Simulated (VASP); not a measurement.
Computed with PBE GGA, VASP's PBE PAW potentials (set 64) (plane waves; VASP).

The input files of a VASP run:

### KPOINTS
```
Automatic mesh
0
Gamma
6 6 5
0 0 0
```

**INCAR**
```
! general
SYSTEM   = Se
PREC     = Accurate
ENCUT    = 400
LREAL    = .FALSE.
LASPH    = .TRUE.

! electronic loop
EDIFF    = 1E-8
NELM     = 100
ALGO     = Normal
LMAXMIX  = 4

! smearing
ISMEAR   = 0
SIGMA    = 0.01

! functional
GGA      = PE

! output
LWAVE    = .FALSE.
LCHARG   = .FALSE.

! other
LEPSILON = .TRUE.
```

POSCAR:
```
Se
1.0
  2.2384950254  -3.8771871008   0.0000000000
  2.2384950254   3.8771871008   0.0000000000
  0.0000000000   0.0000000000   5.0540670273
Se
3
Cartesian
  0.4960727756   0.8592232481   3.3693797029
  3.4848444996   0.0000000000   0.0000000000
  0.4960727756  -0.8592232481   1.6846873244
```

POTCAR, in this order: Se (PBE.64 set). Program: vasp_std.

Output

File OUTCAR:
```
 ion  position               nearest neighbor table
   1  0.000  0.222  0.667-   2 2.41   3 2.41
   2  0.778  0.778  0.000-   1 2.41   3 2.41
   3  0.222  0.000  0.333-   2 2.41   1 2.41
  LATTYP: Found a hexagonal cell.
 ALAT       =     4.4769900372
 C/A-ratio  =     1.1288984307
 Subroutine PRICEL returns:
 Original cell was already a primitive cell.
 Subroutine GETGRP returns: Found  6 space group operations
The static configuration has the point symmetry C_2 .
 The point group associated with its full space group is D_3 .
The dynamic configuration has the point symmetry C_2 .
 Subroutine INISYM returns: Found  6 space group operations
 Subroutine IBZKPT returns following result:
 Found     27 irreducible k-points:

 Following reciprocal coordinates:
            Coordinates               Weight
  0.000000  0.000000  0.000000      1.000000
  0.166667  0.000000  0.000000      6.000000
  0.333333  0.000000  0.000000      6.000000
  0.500000  0.000000  0.000000      3.000000
  0.166667  0.166667  0.000000      6.000000
  0.333333  0.166667  0.000000     12.000000
  0.333333  0.333333  0.000000      2.000000
  0.000000  0.000000  0.200000      2.000000
  0.166667  0.000000  0.200000      6.000000
  0.000000  0.166667  0.200000      6.000000
  0.333333  0.000000  0.200000      6.000000
  0.000000  0.333333  0.200000      6.000000
  0.500000  0.000000  0.200000      6.000000
  0.166667  0.166667  0.200000     12.000000
  0.333333  0.166667  0.200000     12.000000
 -0.166667  0.500000  0.200000     12.000000
  0.333333  0.333333  0.200000      4.000000
  0.000000  0.000000  0.400000      2.000000
  0.166667  0.000000  0.400000      6.000000
  0.000000  0.166667  0.400000      6.000000
  0.333333  0.000000  0.400000      6.000000
  0.000000  0.333333  0.400000      6.000000
  0.500000  0.000000  0.400000      6.000000
  0.166667  0.166667  0.400000     12.000000
  0.333333  0.166667  0.400000     12.000000
 -0.166667  0.500000  0.400000     12.000000
  0.333333  0.333333  0.400000      4.000000
 Subroutine IBZKPT_HF returns following result:
   k-points           NKPTS =     27   k-points in BZ     NKDIM =     27   number of bands    NBANDS=     13
   number of dos      NEDOS =    301   number of ions     NIONS =      3
   total plane-waves  NPLWV =  32400
   dimension x,y,z NGX =    30 NGY =   30 NGZ =   36
   dimension x,y,z NGXF=    60 NGYF=   60 NGZF=   72
   ions per type =               3
   PREC   = accura    normal or accurate (medium, high low for compatibility)
   ISTART =      0    job   : 0-new  1-cont  2-samecut
   ICHARG =      2    charge: 1-file 2-atom 10-const
   ISPIN  =      1    spin polarized calculation?
   LNONCOLLINEAR =      F non collinear calculations
   LSORBIT =      F    spin-orbit coupling
   INIWAV =      1    electr: 0-lowe 1-rand  2-diag
   ENCUT  =  400.0 eV  29.40 Ry    5.42 a.u.   7.30  7.30  8.24*2*pi/ulx,y,z
   NELM   =    100;   NELMIN=  2; NELMDL= -5     # of ELM steps
   EDIFF  = 0.1E-07   stopping-criterion for ELM
   LREAL  =      F    real-space projection
   NLSPLINE    = F    spline interpolate recip. space projectors
   LMAXMIX     =    4 max onsite mixed and CHGCAR
   VOSKOWN=      0    Vosko Wilk Nusair interpolation
   EDIFFG = 0.1E-06   stopping-criterion for IOM
   NSW    =      0    number of steps for IOM
   NBLOCK =      1;   KBLOCK =      1    inner block; outer block
   IBRION =     -1    ionic relax: 0-MD 1-quasi-New 2-CG
   NFREE  =      0    steps in history (QN), initial steepest desc. (CG)
   ISIF   =      2    stress and relaxation
   ISYM   =      2    0-nonsym 1-usesym 2-fastsym
   TEIN   =    0.0    initial temperature
...
```

File OSZICAR:
```
...
RMM:   9    -0.742567611175E+02   -0.18252E-07   -0.48645E-06   941   0.148E-04
RMM:  10    -0.742567609358E+02    0.18179E-06    0.35814E-06   628   0.559E-05
RMM:  11    -0.742567609176E+02    0.18123E-07    0.23329E-07   558   0.477E-05
RMM:  12    -0.742567609175E+02    0.12369E-09    0.35970E-08   506   0.475E-05
 Linear response to external field (no local field effect), progress :
  Direction:   1
       N       E                     dE             d eps       ncg     rms          rms(c)
RMM:   1    -0.194519484157E+01   -0.19452E+01   -0.11530E+01  1487   0.561E+00
RMM:   2    -0.218121238199E+01   -0.23602E+00   -0.60244E-02  1140   0.129E+00
RMM:   3    -0.218321462480E+01   -0.20022E-02   -0.24529E-03  1136   0.173E-01
RMM:   4    -0.218330916503E+01   -0.94540E-04   -0.11864E-04  1168   0.346E-02
RMM:   5    -0.218331137541E+01   -0.22104E-05   -0.11382E-05  1145   0.613E-03
RMM:   6    -0.218331117043E+01    0.20498E-06   -0.20030E-06  1053   0.128E-03
RMM:   7    -0.218331106454E+01    0.10589E-06   -0.42633E-07   761   0.271E-04
RMM:   8    -0.218331103881E+01    0.25736E-07   -0.18208E-07   600   0.836E-05
RMM:   9    -0.218331098469E+01    0.54111E-07   -0.37011E-07   522   0.479E-05
RMM:  10    -0.218331099795E+01   -0.13252E-07   -0.36713E-09   483   0.432E-05
RMM:  11    -0.218331099774E+01    0.20342E-09   -0.51276E-11   400   0.431E-05
 Linear response to external field (no local field effect), progress :
  Direction:   2
       N       E                     dE             d eps       ncg     rms          rms(c)
RMM:   1    -0.198708266838E+01   -0.19871E+01   -0.10863E+01  1496   0.604E+00
RMM:   2    -0.215700971742E+01   -0.16993E+00   -0.59291E-02  1137   0.137E+00
RMM:   3    -0.215872079709E+01   -0.17111E-02   -0.21343E-03  1134   0.184E-01
RMM:   4    -0.215879675548E+01   -0.75958E-04   -0.71961E-05  1167   0.359E-02
RMM:   5    -0.215879936365E+01   -0.26082E-05   -0.31613E-06  1140   0.626E-03
RMM:   6    -0.215879951017E+01   -0.14652E-06   -0.11242E-07  1050   0.127E-03
RMM:   7    -0.215879952064E+01   -0.10465E-07    0.12556E-08   782   0.260E-04
RMM:   8    -0.215879952141E+01   -0.76685E-09    0.82775E-08   605   0.767E-05
 Linear response to external field (no local field effect), progress :
  Direction:   3
       N       E                     dE             d eps       ncg     rms          rms(c)
RMM:   1    -0.308322457590E+01   -0.30832E+01   -0.19648E+01  1446   0.692E+00
RMM:   2    -0.330513294698E+01   -0.22191E+00   -0.10351E-01  1121   0.158E+00
RMM:   3    -0.330896463949E+01   -0.38317E-02   -0.37926E-03  1129   0.228E-01
RMM:   4    -0.330909611576E+01   -0.13148E-03   -0.16501E-04  1170   0.428E-02
RMM:   5    -0.330910133278E+01   -0.52170E-05   -0.76053E-06  1149   0.774E-03
RMM:   6    -0.330910155874E+01   -0.22596E-06   -0.50037E-07  1050   0.156E-03
RMM:   7    -0.330910156882E+01   -0.10084E-07   -0.52174E-08   763   0.330E-04
RMM:   8    -0.330910156710E+01    0.17251E-08    0.53311E-08   552   0.950E-05
 Linear response to external field, progress :
  Direction:   1
       N       E                     dE             d eps       ncg     rms          rms(c)
RMM:   1    -0.196474847456E+01   -0.19647E+01   -0.11183E+01  3019   0.580E+00
RMM:   2    -0.216909556392E+01   -0.20435E+00   -0.60249E-02  2321   0.133E+00    0.316E+00
RMM:   3    -0.187696122119E+01    0.29213E+00   -0.55012E-01  2311   0.324E+00    0.129E+00
RMM:   4    -0.189655390861E+01   -0.19593E-01   -0.35115E-02  2347   0.963E-01    0.694E-01
RMM:   5    -0.194724789542E+01   -0.50694E-01   -0.17590E-02  2305   0.721E-01    0.159E-01
RMM:   6    -0.196841298301E+01   -0.21165E-01   -0.12774E-03  2384   0.210E-01    0.392E-02
RMM:   7    -0.197081485835E+01   -0.24019E-02   -0.71152E-05  2396   0.614E-02    0.135E-02
RMM:   8    -0.197170709586E+01   -0.89224E-03    0.68829E-05  2272   0.221E-02    0.293E-03
RMM:   9    -0.197195604626E+01   -0.24895E-03   -0.93228E-05  2533   0.704E-03    0.141E-03
RMM:  10    -0.197203320259E+01   -0.77156E-04   -0.32374E-06  2558   0.245E-03    0.356E-04
RMM:  11    -0.197202724423E+01    0.59584E-05   -0.67525E-07  2738   0.537E-04    0.190E-04
RMM:  12    -0.197203643013E+01   -0.91859E-05    0.42448E-06  2617   0.338E-04    0.233E-05
RMM:  13    -0.197203566333E+01    0.76681E-06    0.30289E-06  2529   0.117E-04    0.117E-05
RMM:  14    -0.197203552092E+01    0.14241E-06    0.26740E-06  2109   0.103E-04    0.381E-06
 Linear response to external field, progress :
  Direction:   2
       N       E                     dE             d eps       ncg     rms          rms(c)
RMM:   1    -0.196382205185E+01   -0.19638E+01   -0.11173E+01  5057   0.580E+00
RMM:   2    -0.216908944800E+01   -0.20527E+00   -0.60267E-02  3879   0.133E+00    0.316E+00
RMM:   3    -0.187500668394E+01    0.29408E+00   -0.53004E-01  3861   0.324E+00    0.129E+00
RMM:   4    -0.189551249298E+01   -0.20506E-01   -0.24899E-02  3940   0.964E-01    0.694E-01
RMM:   5    -0.194653809265E+01   -0.51026E-01   -0.10312E-02  3860   0.721E-01    0.159E-01
RMM:   6    -0.196824341668E+01   -0.21705E-01    0.13723E-03  4003   0.210E-01    0.391E-02
RMM:   7    -0.197077939317E+01   -0.25360E-02    0.65677E-05  3997   0.614E-02    0.135E-02
RMM:   8    -0.197168492723E+01   -0.90553E-03    0.20664E-05  3868   0.221E-02    0.280E-03
RMM:   9    -0.197191387986E+01   -0.22895E-03    0.48410E-05  4260   0.667E-03    0.138E-03
RMM:  10    -0.197200259797E+01   -0.88718E-04    0.92664E-06  4271   0.254E-03    0.321E-04
RMM:  11    -0.197199547056E+01    0.71274E-05   -0.60473E-06  4739   0.545E-04    0.195E-04
RMM:  12    -0.197200447106E+01   -0.90005E-05    0.10709E-06  4523   0.369E-04    0.267E-05
RMM:  13    -0.197200432614E+01    0.14492E-06   -0.22333E-06  4594   0.150E-04    0.116E-05
RMM:  14    -0.197200419114E+01    0.13500E-06   -0.23016E-06  3902   0.133E-04    0.447E-06
 Linear response to external field, progress :
  Direction:   3
       N       E                     dE             d eps       ncg     rms          rms(c)
RMM:   1    -0.308320435086E+01   -0.30832E+01   -0.19648E+01  1924   0.692E+00
RMM:   2    -0.330512741587E+01   -0.22192E+00   -0.10345E-01  1499   0.158E+00    0.304E+00
RMM:   3    -0.315929209956E+01    0.14584E+00   -0.14686E-01  1499   0.219E+00    0.153E+00
RMM:   4    -0.325490651488E+01   -0.95614E-01   -0.11158E-01  1492   0.198E+00    0.262E-01
RMM:   5    -0.329419073730E+01   -0.39284E-01   -0.35404E-03  1524   0.435E-01    0.449E-02
RMM:   6    -0.329552752262E+01   -0.13368E-02   -0.11699E-04  1484   0.554E-02    0.292E-02
RMM:   7    -0.329848403378E+01   -0.29565E-02   -0.51333E-05  1507   0.550E-02    0.353E-03
RMM:   8    -0.329868784583E+01   -0.20381E-03   -0.21904E-06  1603   0.658E-03    0.187E-03
RMM:   9    -0.329873623294E+01   -0.48387E-04   -0.84300E-06  1461   0.430E-03    0.300E-04
RMM:  10    -0.329871906515E+01    0.17168E-04   -0.64501E-06  1658   0.847E-04    0.133E-04
RMM:  11    -0.329872539454E+01   -0.63294E-05    0.14380E-06  1491   0.331E-04    0.336E-05
RMM:  12    -0.329872372280E+01    0.16717E-05   -0.44328E-09  1220   0.988E-05    0.164E-05
RMM:  13    -0.329872283117E+01    0.89163E-06   -0.97479E-07   672   0.553E-05    0.419E-06
```

File OUTCAR:
```
------------------------ aborting loop because EDIFF is reached ----------------------------------------

 HEAD OF MICROSCOPIC STATIC DIELECTRIC TENSOR (INDEPENDENT PARTICLE, excluding Hartree and local field effects)
 ------------------------------------------------------
           9.956185     0.000000     0.000000
           0.000000     9.956185     0.000000
           0.000000     0.000000    14.650930
 ------------------------------------------------------

 MACROSCOPIC STATIC DIELECTRIC TENSOR (including local field effects in DFT)
 ------------------------------------------------------
           8.581948    -0.000000     0.000000
           0.000000     8.581948     0.000000
           0.000000     0.000000    13.647409
 ------------------------------------------------------

 PIEZOELECTRIC TENSOR (including local field effects)  for field in x, y, z        (e  Angst)
          XX          YY          ZZ          XY          YZ          ZX
  --------------------------------------------------------------------------------
  x     1.71370    -1.71370    -0.00000     0.00000     0.03899     0.00000
  y     0.00000     0.00000     0.00000    -1.71370     0.00000    -0.03899
  z     0.00000    -0.00000     0.00000    -0.00000     0.00000    -0.00000

 PIEZOELECTRIC TENSOR (including local field effects)  for field in x, y, z        (C/m^2)
          XX          YY          ZZ          XY          YZ          ZX
  --------------------------------------------------------------------------------
  x     0.31297    -0.31297    -0.00000     0.00000     0.00712     0.00000
  y     0.00000     0.00000     0.00000    -0.31297     0.00000    -0.00712
  z     0.00000    -0.00000     0.00000    -0.00000     0.00000    -0.00000

 BORN EFFECTIVE CHARGES (including local field effects) (in |e|, cummulative output)
 ---------------------------------------------------------------------------------
 ion    1
    1    -0.35663     0.61771    -0.33520
    2     0.61771     0.35663     0.19353
    3    -0.65355     0.37733     0.00000
 ion    2
    1     0.71327     0.00000     0.00000
    2     0.00000    -0.71327    -0.38705
    3     0.00000    -0.75466     0.00000
 ion    3
    1    -0.35663    -0.61771     0.33520
    2    -0.61771     0.35663     0.19353
    3     0.65355     0.37733     0.00000
```
(Selected blocks of OUTCAR.)

The dielectric response may not be converged in the k-mesh; for small gaps it tends to come out too large. Tensors are in the Cartesian frame of the cell as typed. Without a dispersion term in the relaxation, distances and binding between the weakly bound layers, chains or molecules are unreliable, and so is what depends on them.

The compound is Se in the trig structure. It was relaxed first, which changed the volume by +7 %.
